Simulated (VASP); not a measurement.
Here is the system:

```yaml
crystal:
  lattice:
    - [-2.83621, 2.83621, 2.83621]
    - [2.83621, -2.83621, 2.83621]
    - [2.83621, 2.83621, -2.83621]
  atoms:
    - { symbol: Rb, position: [0.00000, 0.00000, 0.00000] }
```

Computed with PBE GGA, VASP's PBE PAW potentials (set 64) (plane waves; VASP). Run with 400 eV cut-off, 10×10×10 Γ-centred mesh, tetrahedra with Blöchl corrections, potentials Rb_sv.

Q: Predict the energy per atom (σ→0), band gap (on the k-mesh) with the smallest direct gap where there is one.

A: 
```json
{
 "band gap (on the k-mesh)": "none (metal, semimetal or under 0.01 eV)",
 "energy per atom (σ→0)": "-90.3 kJ/mol of atoms"
}
```

Total energies compare only between runs with the same potentials, cut-off and functional.

The compound is Rb in the bcc structure. It was relaxed first.
